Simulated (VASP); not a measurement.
Input for VASP

File KPOINTS:
```
Regular mesh
0
gamma
6 6 3
```

File POSCAR:
```
MgI2
1
    2.1473689691    -3.7193516870     0.0000000000
    2.1473689691     3.7193516870     0.0000000000
    0.0000000000     0.0000000000     7.0391708671
Mg I
1 2
Direct
  0.0000000000   0.0000000000   0.0000000000
  0.3333330000   0.6666670000   0.2408371910
  0.6666670000   0.3333330000   0.7591628090
```

**INCAR**
```
! general
SYSTEM  =MgI2
PREC    =Accurate
ENCUT   =520   ! plane-wave cut-off (eV)
LREAL   =F   ! projection in real space or not
LASPH   =T   ! aspherical one-centre terms

! electronic loop
EDIFF   =1E-6   ! SCF stop (eV)
NELM    =100   ! most electronic steps
ALGO    =Normal
LMAXMIX =4

! smearing
ISMEAR  =0   ! Gaussian
SIGMA   =0.05

! functional
GGA     =ML
LUSE_VDW=T
AGGAC   =0.0
ZAB_VDW =-1.8867

! ions
IBRION  =2
NSW     =60   ! most ionic steps
ISIF    =3   ! ions, shape and volume
EDIFFG  =-0.02

! output
LWAVE   =F
LCHARG  =F
```

POTCAR, in this order: Mg I (PBE.64 set). Program: vasp_std.

**Question.** Translate this vdW-DF2 calculation to Quantum ESPRESSO's pw.x.

**Answer.** One equivalent input (not run):
```
&CONTROL
  calculation = 'vc-relax'
  pseudo_dir = './pseudo'
  outdir = './out'
  tprnfor = .true.
  tstress = .true.
  nstep = 60
  forc_conv_thr = 0.00078
/
&SYSTEM
  ibrav = 0
  nat = 3
  ntyp = 2
  ecutwfc = 84
  occupations = 'smearing'
  smearing = 'gaussian'
  degauss = 0.003675
  input_dft = 'vdw-df2'
/
&ELECTRONS
  conv_thr = 7.3e-08
  electron_maxstep = 100
/
&IONS
/
&CELL
/
ATOMIC_SPECIES
  Mg 24.305 Mg.upf
  I 126.904 I.upf
CELL_PARAMETERS angstrom
     2.1473690   -3.7193517    0.0000000
     2.1473690    3.7193517    0.0000000
     0.0000000    0.0000000    7.0391709
ATOMIC_POSITIONS crystal
  Mg   0.0000000  0.0000000  0.0000000
  I    0.3333330  0.6666670  0.2408372
  I    0.6666670  0.3333330  0.7591628
K_POINTS automatic
  6 6 3 0 0 0
```
Limits of the translation: the potentials are each code's own (VASP's PAW set, PseudoDojo norm-conserving files in pw.x), so ENCUT and ecutwfc are chosen apart and not converted; conv_thr bounds pw.x's estimated SCF error, while EDIFF bounds the energy change between steps; forc_conv_thr acts on force components and is met together with etot_conv_thr.

The compound is MgI2 in the 1T layered structure. It was relaxed first, which changed the volume by +10 %. The start is the result of an earlier pass.
